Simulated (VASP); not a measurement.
Consider the following.

```
PtS2
1.0
    1.82542    -3.16172     0.00000
    1.82542     3.16172     0.00000
    0.00000     0.00000     4.75229
Pt S
1 2
Direct
  0.00000   0.00000   0.00000
  0.33333   0.66667   0.25860
  0.66667   0.33333   0.74140
```

All values below come from PBE GGA with D3 dispersion (Becke-Johnson damping), VASP's PBE PAW potentials (set 64) (plane waves; VASP 6.6.1). Settings: 520 eV cut-off, 7×7×5 Γ-centred mesh, Gaussian smearing of 0.050 eV, potentials Pt S.

The ions and cell shape at fixed volume are relaxed. Predict the relaxed structure.

```
PtS2
1.0
    1.78998    -3.10033     0.00000
    1.78998     3.10033     0.00000
    0.00000     0.00000     4.94234
Pt S
1 2
Cartesian
  3.57995   0.00000   0.00000
  1.78998   1.03345   1.21306
  1.78998  -1.03345   3.72929
```
Space group P-3m1 (164), at a tolerance of 0.03 Å.

How much energy does the relaxation gain?

The energy (σ→0) changes by -20.9 meV/atom, in 6 ionic steps.

The compound is PtS2 in the 1T layered structure. This cell is one point of a volume scan, at 1.06 of the reference volume. Symmetry was kept, so distortions that lower it aren't found.
